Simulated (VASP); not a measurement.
# Mn2C (P4/mmm) in VASP: relaxation of cell and atoms with PBE

Aim: the relaxation of cell and atoms of Mn2C with PBE.

Everything below comes from runs of VASP 6.6.1. Logs are shortened: lines on timing, memory, paths and dates and some standing lists are left out, and cuts for length are marked.

**1. The structure**

It takes space group P4/mmm (No. 123, tetragonal). Conventional cell: a = 2.816 Å, b = 2.816 Å, c = 8.389 Å, α = 90.00°, β = 90.00°, γ = 90.00°. Around Mn (site symmetry 4mm) lie 4 C at 2.39 Å and 5 Mn at 2.47 to 2.74 Å. Around Mn (site symmetry 4/mmm) lie 8 C at 2.44 Å and 2 Mn at 2.74 Å. Mn (site symmetry 4/mmm) has 12 Mn at 2.47 to 2.82 Å and 2 C at 2.78 Å as nearest neighbours. C (site symmetry 4mm) has 8 Mn at 2.39 to 2.44 Å as nearest neighbours.

The cell was built by a generator and needn't be a form met in nature.

**2. Relaxation of cell and atoms, PBE, collinear spin, ferromagnetic start**

Contents of INCAR:

```
  PREC = Normal
  ENCUT = 520
  EDIFF = 1E-4
  ISMEAR = 0
  SIGMA = 0.15
  LREAL = F
  LASPH = T
  NELM = 60
  ALGO = Fast
  ISIF = 3
  LWAVE = F
  LCHARG = F
  ISPIN = 2
  MAGMOM = 4 4 4 4 0 0
  LORBIT = 11
  LMAXMIX = 4
  GGA = PE
  IBRION = 2
  NSW = 24
  EDIFFG = -0.08
  KPAR = 2
```

Contents of KPOINTS:

```
regular mesh
0
Gamma
  6 6 2
```

Contents of POSCAR:

```
Mn2C
1.0
    2.8164417500      0.0000000000      0.0000000000
    0.0000000000      2.8164417500      0.0000000000
    0.0000000000      0.0000000000      8.3890221700
Mn C
4 2
Direct
    0.0000000000      0.0000000000      0.8261659700
    0.0000000000      0.0000000000      0.1738340300
    0.0000000000      0.0000000000      0.5000000000
    0.5000000000      0.5000000000      0.0000000000
    0.5000000000      0.5000000000      0.3319490000
    0.5000000000      0.5000000000      0.6680510000
```

Potentials or basis: VASP PAW PBE potentials, release 64 (Mn_pv, C).

Started as:

```console
$ cat potpaw_PBE.64/Mn_pv/POTCAR potpaw_PBE.64/C/POTCAR > POTCAR
$ mpirun -np 2 vasp_std > vasp.out
```

OUTCAR:

```text
PREC = Normal
   ENCUT = 520
   EDIFF = 1E-4
   ISMEAR = 0
   LREAL = F
   LASPH = T
   NELM = 60
   ISIF = 3
   ISPIN = 2
   LORBIT = 11
   GGA = PE
   IBRION = 2
   NSW = 24
   EDIFFG = -0.08

 ion  position               nearest neighbor table
   1  0.000  0.000  0.826-   6 2.39   6 2.39   6 2.39   6 2.39   4 2.47   4 2.47   4 2.47   4 2.47
                             3 2.74   2 2.92
   2  0.000  0.000  0.174-   5 2.39   5 2.39   5 2.39   5 2.39   4 2.47   4 2.47   4 2.47   4 2.47
                             3 2.74   1 2.92
   3  0.000  0.000  0.500-   5 2.44   6 2.44   5 2.44   6 2.44   5 2.44   6 2.44   5 2.44   6 2.44
                             1 2.74   2 2.74
   4  0.500  0.500  0.000-   1 2.47   2 2.47   1 2.47   2 2.47   1 2.47   2 2.47   1 2.47   2 2.47

   5  0.500  0.500  0.332-   2 2.39   2 2.39   2 2.39   2 2.39   3 2.44   3 2.44   3 2.44   3 2.44

   6  0.500  0.500  0.668-   1 2.39   1 2.39   1 2.39   1 2.39   3 2.44   3 2.44   3 2.44   3 2.44

  LATTYP: Found a simple tetragonal cell.
 ALAT       =     2.8164417500
 C/A-ratio  =     2.9785889128

  Lattice vectors:

 A1 = (   2.8164417500,   0.0000000000,   0.0000000000)
 A2 = (   0.0000000000,   2.8164417500,   0.0000000000)
 A3 = (   0.0000000000,   0.0000000000,   8.3890221700)

Analysis of symmetry for initial positions (statically):
=====================================================================
 Subroutine PRICEL returns:
 Original cell was already a primitive cell.

 Routine SETGRP: Setting up the symmetry group for a
 simple tetragonal supercell.

 Subroutine GETGRP returns: Found 16 space group operations
 (whereof 16 operations were pure point group operations)
 out of a pool of 16 trial point group operations.

The static configuration has the point symmetry D_4h.

Analysis of symmetry for dynamics (positions and initial velocities):
=====================================================================
 Subroutine PRICEL returns:
 Original cell was already a primitive cell.

 Routine SETGRP: Setting up the symmetry group for a
 simple tetragonal supercell.

 Subroutine GETGRP returns: Found 16 space group operations
 (whereof 16 operations were pure point group operations)
 out of a pool of 16 trial point group operations.

The dynamic configuration has the point symmetry D_4h.

Analysis of structural, dynamic, and magnetic symmetry:
=====================================================================
 Subroutine PRICEL returns:
 Original cell was already a primitive cell.

 Routine SETGRP: Setting up the symmetry group for a
 simple tetragonal supercell.

 Subroutine GETGRP returns: Found 16 space group operations
 (whereof 16 operations were pure point group operations)
 out of a pool of 16 trial point group operations.

The overall configuration has the point symmetry D_4h.

 Subroutine INISYM returns: Found 16 space group operations
 (whereof 16 operations are pure point group operations),
 and found     1 'primitive' translations

----------------------------------------------------------------------------------------

                                     Primitive cell

  volume of cell :      66.5446

  direct lattice vectors                    reciprocal lattice vectors
     2.816441750  0.000000000  0.000000000     0.355057938  0.000000000  0.000000000
     0.000000000  2.816441750  0.000000000     0.000000000  0.355057938  0.000000000
     0.000000000  0.000000000  8.389022170     0.000000000  0.000000000  0.119203404

  length of vectors
     2.816441750  2.816441750  8.389022170     0.355057938  0.355057938  0.119203404

  position of ions in fractional coordinates (direct lattice)
     0.000000000  0.000000000  0.826165970
     0.000000000  0.000000000  0.173834030
     0.000000000  0.000000000  0.500000000
     0.500000000  0.500000000  0.000000000
     0.500000000  0.500000000  0.331949000
     0.500000000  0.500000000  0.668051000

  ion indices of the primitive-cell ions
   primitive index   ion index
                 1           1
[... 76 lines left out ...]
   IBRION =      2    ionic relax: 0-MD 1-quasi-New 2-CG
   NFREE  =      1    steps in history (QN), initial steepest desc. (CG)
   ISIF   =      3    stress and relaxation
   ISYM   =      2    0-nonsym 1-usesym 2-fastsym
   POTIM  = 0.5000    time-step for ionic-motion
   TEBEG  =    0.0;   TEEND  =   0.0 temperature during run
   PSTRESS=    0.0 pullay stress
   NELECT =      60.0000    total number of electrons
   NUPDOWN=      -1.0000    fix difference up-down
   EMIN   =  10.00;   EMAX   =-10.00  energy-range for DOS
   EFERMI =   0.00;   METHOD = LEGACY
   ISMEAR =     0;   SIGMA  =   0.15  broadening in eV -4-tet -1-fermi 0-gaus
   EFERMI_NEDOS =   21; number of points for ismear=-14 and -15
   IALGO  =     68    algorithm
   IMIX   =      4    mixing-type and parameters
     AMIX     =   0.40;   BMIX     =  1.00
     AMIX_MAG =   1.60;   BMIX_MAG =  1.00
  volume/ion in A,a.u.               =      11.09        74.84
  Fermi-wavevector in a.u.,A,eV,Ry     =   1.581567  2.988728 34.032993  2.501354
  Thomas-Fermi vector in A             =   2.681623
   LORBIT       =     11    0 simple, 1 ext, 2 COOP (PROOUT), +10 PAW based schemes
   GGA     = PE    functional components
   LHFCALC =     F    Hartree Fock is set to
   AEXX    =    0.0000 exact exchange contribution
   IVDW    =     0    specifies the selected vdW correction
   LEPSILON=     F    determine dielectric tensor
   LRPA    =     F    only Hartree local field effects (RPA)
 conjugate gradient relaxation of ions
 spin polarized calculation
 RMM-DIIS sequential band-by-band and
 Gauss-broadening in eV      SIGMA  =   0.15
  energy-cutoff  :      520.00
  volume of cell :       66.54
 maximum number of plane-waves:      1840
   NGX = 11   NGY = 11   NGZ = 31

--------------------------------------- Ionic step        1  -------------------------------------------

 number of electron      59.9999808 magnetization      10.9341056

 number of electron      59.9999809 magnetization       6.7959880

 Free energy of the ion-electron system (eV)
  ---------------------------------------------------
  ext. energy  EPLUGINS =         0.00000000
  ---------------------------------------------------
  free energy    TOTEN  =       -48.53402692 eV

  energy without entropy =      -48.43617535  energy(sigma->0) =      -48.48510114

 E-fermi :   8.0847     XC(G=0): -12.7859

 val. band max:        8.0724586532   @ k =   0.5000   0.3333   0.0000
 cond. band min:       8.0876906435   @ k =   0.3333   0.0000   0.0000
 fundamental gap:      0.0152319903
 Fermi energy:         8.0846639784

 spin component 1

 k-point     1 :       0.0000    0.0000    0.0000
  band No.  band energies     occupation
      1     -41.1162      1.00000
      2     -41.1162      1.00000
      3     -41.1128      1.00000
      4     -41.1067      1.00000
      5     -41.1067      1.00000
      6     -41.0903      1.00000
[... 1792 lines left out ...]
     41      14.1383      0.00000
     42      14.1391      0.00000
 [bands above 42 left out]

------------------------ aborting loop because EDIFF is reached ----------------------------------------

  FORCE on cell =-STRESS in cart. coord.  units (eV):
  Direction    XX          YY          ZZ          XY          YZ          ZX
  --------------------------------------------------------------------------------------
  -------------------------------------------------------------------------------------
  Total      -10.4633362    -10.4633362    -14.8233507      0.0000000      0.0000000      0.0000000
  in kB     -251.9230303   -251.9230303   -356.8979692      0.0000000      0.0000000      0.0000000
  external PRESSURE =    -286.9146766 kB  Pullay stress =       0.0000000 kB
[... 105 lines left out ...]
  FREE ENERGIE OF THE ION-ELECTRON SYSTEM (eV)
  ---------------------------------------------------
  free  energy   TOTEN  =       -50.9069228701 eV

  energy  without entropy=      -50.8212016558  energy(sigma->0) =      -50.86406226

[... ionic steps 4 to 17 ...]

--------------------------------------- Ionic step       18  -------------------------------------------

 number of electron      60.0000213 magnetization       0.3751983

------------------------ aborting loop because EDIFF is reached ----------------------------------------
[... 75 lines left out ...]
--------------------------------------- Ionic step       20  -------------------------------------------

 number of electron      60.0000200 magnetization       0.3591584

 Free energy of the ion-electron system (eV)
  ---------------------------------------------------
  ext. energy  EPLUGINS =         0.00000000
  ---------------------------------------------------
  free energy    TOTEN  =       -52.03794901 eV

  energy without entropy =      -51.96457973  energy(sigma->0) =      -52.00126437

 E-fermi :  11.0326     XC(G=0): -14.1495

 val. band max:       11.0254172322   @ k =   0.5000   0.3333   0.0000
 cond. band min:      11.0399043243   @ k =   0.5000   0.5000   0.0000
 fundamental gap:      0.0144870921
 Fermi energy:        11.0326448624

 spin component 1

 k-point     1 :       0.0000    0.0000    0.0000
  band No.  band energies     occupation
      1     -37.6748      1.00000
      2     -37.4842      1.00000
      3     -37.2763      1.00000
      4     -37.2763      1.00000
      5     -37.0727      1.00000
      6     -37.0727      1.00000
[... 1792 lines left out ...]
     41      19.0668      0.00000
     42      19.0668      0.00000
 [bands above 42 left out]

------------------------ aborting loop because EDIFF is reached ----------------------------------------

  FORCE on cell =-STRESS in cart. coord.  units (eV):
  Direction    XX          YY          ZZ          XY          YZ          ZX
  --------------------------------------------------------------------------------------
  -------------------------------------------------------------------------------------
  Total       -0.0785981     -0.0785981      0.0942129      0.0000000      0.0000000      0.0000000
  in kB       -2.3975783     -2.3975783      2.8738983      0.0000000      0.0000000      0.0000000
  external PRESSURE =      -0.6404195 kB  Pullay stress =       0.0000000 kB
[... 21 lines left out ...]
  FREE ENERGIE OF THE ION-ELECTRON SYSTEM (eV)
  ---------------------------------------------------
  free  energy   TOTEN  =       -52.0379490090 eV

  energy  without entropy=      -51.9645797268  energy(sigma->0) =      -52.00126437

 reached required accuracy - stopping structural energy minimisation

 total charge

# of ion       s       p       d       tot
------------------------------------------
    1        0.398   6.477   5.311  12.186
    2        0.398   6.477   5.311  12.186
    3        0.321   6.356   5.262  11.939
    4        0.398   6.369   5.115  11.881
    5        0.870   1.458   0.000   2.327
    6        0.870   1.458   0.000   2.327
--------------------------------------------------
tot          3.253  28.594  20.999  52.846

 magnetization (x)

# of ion       s       p       d       tot
------------------------------------------
    1       -0.005  -0.009  -0.476  -0.490
    2       -0.005  -0.009  -0.476  -0.490
    3       -0.001   0.000   0.036   0.036
    4        0.012   0.015   1.163   1.190
    5        0.008   0.030   0.000   0.038
    6        0.008   0.030   0.000   0.038
--------------------------------------------------
tot          0.017   0.059   0.248   0.323
```

Run time: 3.4 min. Hardware: 2 MPI ranks of Intel Xeon 6975P-C (Granite Rapids), shared host; peak memory 0.19 GiB.

Results:

```yaml
Free_energy: -52.0379 eV
Relaxed_volume: 8.75 Å³/atom
Relaxed_cell: a = 2.502 Å, b = 2.502 Å, c = 8.390 Å, α = 90.00°, β = 90.00°, γ = 90.00°
Space_group_after_relaxing_to_0.05_Å: P4/mmm (No. 123)
Energy_gained_by_relaxing: 584.0 meV/atom
Ionic_steps: 20
Pressure_after_relaxing: -0.1 GPa
Largest_force_after_relaxing: 0.075 eV/Å
Band_gap_on_the_k_mesh: none (metal or under the smearing width)
Net_moment: 0.36 μB per cell
Site_moments: Mn -0.49, +0.04, +1.19; C +0.04 μB
Valence_electrons_inside_the_program's_atomic_spheres: Mn 12.19, 11.94, 11.88; C 2.33
```

Forces on the atoms (eV/Å):
```
Mn   0.000  0.000 -0.075
Mn   0.000  0.000  0.075
Mn   0.000  0.000  0.000
Mn   0.000  0.000  0.000
C    0.000  0.000  0.010
C    0.000  0.000 -0.010
```

Stress tensor (GPa, compression positive):
```
-0.24  0.00  0.00
 0.00 -0.24  0.00
 0.00  0.00  0.29
```

Step by step:
| step | energy change (eV) | largest force (eV/Å) | pressure (GPa) | volume (Å³) |
| --- | --- | --- | --- | --- |
| 1 | 0.0000 | 2.7297 | -28.69 | 66.54 |
| 2 | -2.2631 | 2.3332 | 21.27 | 49.17 |
| 3 | -2.3729 | 2.7117 | 4.11 | 51.50 |
| 4 | -3.0459 | 0.2842 | 15.06 | 50.07 |
| 5 | -3.0565 | 0.5430 | 19.00 | 49.84 |
| 6 | -3.3988 | 0.8034 | -1.11 | 53.53 |
| 7 | -3.3992 | 0.7998 | -0.98 | 53.45 |
| 8 | -3.4632 | 0.4718 | -1.95 | 53.17 |
| 9 | -3.4761 | 0.3492 | -2.00 | 53.00 |
| 10 | -3.4762 | 0.3163 | -1.97 | 52.97 |
| 11 | -3.4883 | 0.2702 | 1.10 | 52.32 |
| 12 | -3.4890 | 0.2534 | 2.82 | 52.09 |
| 13 | -3.4969 | 0.1377 | 2.73 | 52.15 |
| 14 | -3.5011 | 0.0728 | 1.48 | 52.23 |
| 15 | -3.5027 | 0.1238 | -0.60 | 52.54 |
| 16 | -3.5027 | 0.1276 | -0.88 | 52.52 |
| 17 | -3.5026 | 0.1281 | -0.27 | 52.49 |
| 18 | -3.5028 | 0.1268 | -0.14 | 52.50 |
| 19 | -3.5029 | 0.1306 | -0.51 | 52.52 |
| 20 | -3.5039 | 0.0746 | -0.06 | 52.52 |

Final structure:
```cif
data_structure
_symmetry_space_group_name_H-M 'P 1'
_symmetry_Int_Tables_number 1
_cell_length_a 2.5020
_cell_length_b 2.5020
_cell_length_c 8.3900
_cell_angle_alpha 90.000
_cell_angle_beta 90.000
_cell_angle_gamma 90.000
_cell_volume 52.52
loop_
_atom_site_label
_atom_site_type_symbol
_atom_site_fract_x
_atom_site_fract_y
_atom_site_fract_z
_atom_site_occupancy
Mn1 Mn 0.00000 0.00000 0.78409 1
Mn2 Mn 0.00000 0.00000 0.21591 1
Mn3 Mn 0.00000 0.00000 0.50000 1
Mn4 Mn 0.50000 0.50000 0.00000 1
C1 C 0.50000 0.50000 0.33382 1
C2 C 0.50000 0.50000 0.66618 1
```

Caveat: the k mesh is coarse (spacing up to 0.37 Å⁻¹), so the values aren't converged; the volume moved by over 15 % at a fixed basis, so the end points are rough; the moment fell far below its start of 4 μB, so a state of higher moment may lie lower in energy; the relaxation stopped at a loose force limit of 0.08 eV/Å, so its end isn't a converged minimum.
